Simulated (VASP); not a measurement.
Here is the system:

```yaml
crystal:
  lattice:
    - [10.71078, -2.22110, 0.04026]
    - [10.71078, 2.22110, 0.04026]
    - [10.23584, 0.00000, 3.85790]
  atoms:
    - { symbol: Bi, position: [0.39758, 0.39758, 0.39758] }
    - { symbol: Bi, position: [0.60242, 0.60242, 0.60242] }
    - { symbol: Te, position: [0.00000, 0.00000, 0.00000] }
    - { symbol: Te, position: [0.21499, 0.21499, 0.21499] }
    - { symbol: Te, position: [0.78501, 0.78501, 0.78501] }
```

These are PBE GGA, VASP's PBE PAW potentials (set 64) (plane waves; VASP) values and carry that method's errors. Numerical set-up: 400 eV cut-off, Gaussian smearing of 0.050 eV, potentials Bi_d Te.

Without a dispersion term in the relaxation, distances and binding between the weakly bound layers, chains or molecules are unreliable, and so is what depends on them. Unless said otherwise, spin-orbit coupling is left out, though it shifts the bands of the heavy elements here.

Question: What does the run give for the band gap (along the path) with the smallest direct gap where there is one?

Answer: 
```yaml
band gap (along the path): 0.49 eV
smallest direct gap (along the path): 0.49 eV
```

The compound is Bi2Te3 in the tetradymite structure. It was relaxed first, which changed the volume by +8 %.
